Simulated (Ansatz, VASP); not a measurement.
## AgB2: VASP beside Ansatz

```
Ag B
1.0
     3.02118    0.00000    0.00000
    -1.51059    2.61642    0.00000
     0.00000    0.00000    4.06277
Ag B
1 2
Cartesian
  0.0000 0.0000 0.0000
  0.0000 1.7443 2.0314
  1.5106 0.8721 2.0314
```

Alike in both runs: functional PBE; k mesh 18 × 18 × 12; occupations gaussian, width 0.1 eV; no spin polarisation.

Ansatz relaxed the structure, and its values are those at the end. VASP's run is a single point on that final structure, the one shown.

|  | VASP | Ansatz |
| --- | --- | --- |
| version | VASP 6.6.1 | Ansatz 0.2.0 |
| potentials or method | VASP PAW PBE potentials, release 64 (Ag, B) | scalar-relativistic, plane waves, PAW |
| plane-wave cutoff (eV) | 520 | 420 |
| valence electrons in the cell | 17 | 25 |

|  | VASP | Ansatz | Ansatz less VASP |
| --- | --- | --- | --- |
| gap on the k mesh at the Fermi level (eV) | none | none | - |
| pressure (GPa) | -0.1 | 0.0 | +0.10 |

A gap of «none» marks a metal or a gap that the smearing closes. The two sets of potentials don't hold the same shells in valence.
